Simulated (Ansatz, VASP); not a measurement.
**One calculation of CsTl, two programs**

Contents of INCAR:

```
ALGO = Normal
EDIFF = 1E-8
ENCUT = 520
GGA = CA
ISIF = 2
ISMEAR = -1
LASPH = True
LCHARG = False
LEFG = True
LREAL = False
LWAVE = False
NBANDS = 18
NELM = 80
PREC = Accurate
SIGMA = 0.05
```

Contents of KPOINTS:

```
k-points
0
Gamma
  8 8 8
```

POSCAR

```
CsTl
1.0
    4.3441203329      0.0000000000      0.0000000000
    0.0000000000      4.3441203329      0.0000000000
    0.0000000000      0.0000000000      4.3441203329
Cs Tl
1 1
Direct
    0.0000000000      0.0000000000      0.0000000000
    0.5000000000      0.5000000000      0.5000000000
```

Input for Ansatz:

```yaml
crystal:
  lattice:
    - [4.3441203329, 0.0, 0.0]
    - [0.0, 4.3441203329, 0.0]
    - [0.0, 0.0, 4.3441203329]
  atoms:
    - { symbol: Cs, position: [0.0, 0.0, 0.0] }
    - { symbol: Tl, position: [0.5, 0.5, 0.5] }
kpoints:
  mp_grid: { grid: [8, 8, 8] }
scf:
  occupations: { method: fermi_dirac, width: 0.05 }
hamiltonian:
  xc: lda
  pseudopotentials: { kind: paw }
output:
  forces: true
  stress: true
  eigenvalues: true
  efg: { contact_densities: true }
  populations: true
  bader: true
  dos: { projected: true, de: 0.2, e_range: [-14, 8] }
  write_density: true
  write_potential: true
  elf: true
  volumetric_format: npy
```

Alike in both runs: task electric field gradients; functional LDA; k mesh 8 × 8 × 8; occupations fermi-dirac, width 0.05 eV; no spin polarisation.

|  | VASP | Ansatz |
| --- | --- | --- |
| version | VASP 6.6.1 | Ansatz 0.2.0 |
| potentials or method | VASP PAW LDA potentials, release 64 (Cs_sv, Tl_d) | PAW with Ansatz's default frozen-core files, scalar-relativistic |
| plane-wave cutoff (eV) | 520 | 420 |
| valence electrons in the cell | 22 | 22 |

```tsv
	VASP	Ansatz	Ansatz less VASP
pressure (GPa)	0.0	0.0	-0.03
Vzz of the field gradient on the site that differs most (V/Å²)	0.0	0.0	0.00
```

Ansatz warned: «gradients_without_spin_orbit».

Spin-orbit coupling is left out, which matters for the levels of Cs, Tl.
